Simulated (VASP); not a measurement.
Method: PBE GGA with D3 dispersion (zero damping), VASP's PBE PAW potentials (set 64) (plane waves; VASP).

A VASP calculation is set up with these files.

POSCAR:
```
TiTe2
17.170630
  0.2323116275   0.0000000000   0.0000000000
 -0.1161558429   0.2011877258   0.0000000000
  0.0000000000   0.0000000000   1.0000000000
Ti Te
1 2
Cartesian
  0.0000000000   0.0000000000   0.5000000000
 -0.0000001356   0.1341252176   0.5923270000
  0.1161559202   0.0670625082   0.4076730000
```

INCAR:
```
LWAVE=.FALSE.
ISMEAR=0   # Gaussian
LASPH=.TRUE.   # aspherical one-centre terms
SIGMA=0.05
SYSTEM=TiTe2
LCHARG=.FALSE.
NELM=100
EDIFF=1E-6   # SCF stop (eV)
LREAL=.FALSE.   # projection in real space or not
PREC=Accurate
ENCUT=300   # plane-wave cut-off (eV)
ISIF=2
GGA=PE   # PBE
LMAXMIX=4   # l cut-off of mixed one-centre charges
ALGO=Normal   # blocked Davidson
IVDW=11
```

File KPOINTS:
```
Automatic mesh
0
Gamma
7 7 1
0 0 0
```

POTCAR, in this order: Ti_sv Te (PBE.64 set). Program: vasp_std.

What will the output report for the number of irreducible k-points (NKPTS), largest plane-wave count, number of space-group operations, FFT grid (NGX, NGY, NGZ)?

- number of irreducible k-points (NKPTS): 8
- largest plane-wave count: 2821
- number of space-group operations: 12
- FFT grid (NGX, NGY, NGZ): 24 × 24 × 98

The cell is a sheet with vacuum, built from a generated structure.
